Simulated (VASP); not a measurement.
Given:

```
CELL_PARAMETERS angstrom
      0.00000     2.16307     2.16307
      2.16307     0.00000     2.16307
      2.16307     2.16307     0.00000
ATOMIC_POSITIONS crystal
  Ti 0.00000 0.00000 0.00000
  N  0.50000 0.50000 0.50000
```

The numbers are results of vdW-DF2, VASP's PBE PAW potentials (set 64) (plane waves; VASP), not measurements. Settings: 520 eV cut-off, 14×14×14 Γ-centred mesh, first-order Methfessel-Paxton smearing of 0.10 eV, potentials Ti_sv N.

Estimate the energy per atom (σ→0), band gap (on the k-mesh) with the smallest direct gap where there is one.

```yaml
band gap (on the k-mesh): none (metal, semimetal or under 0.01 eV)
energy per atom (σ→0): -7.227 eV/atom
```

Only differences to runs with the same potentials and settings are physical.

The compound is TiN in the rock salt structure. It was relaxed first, which changed the volume by +6 %. The electron count is odd and the run is not spin-polarised, which forces a metal.
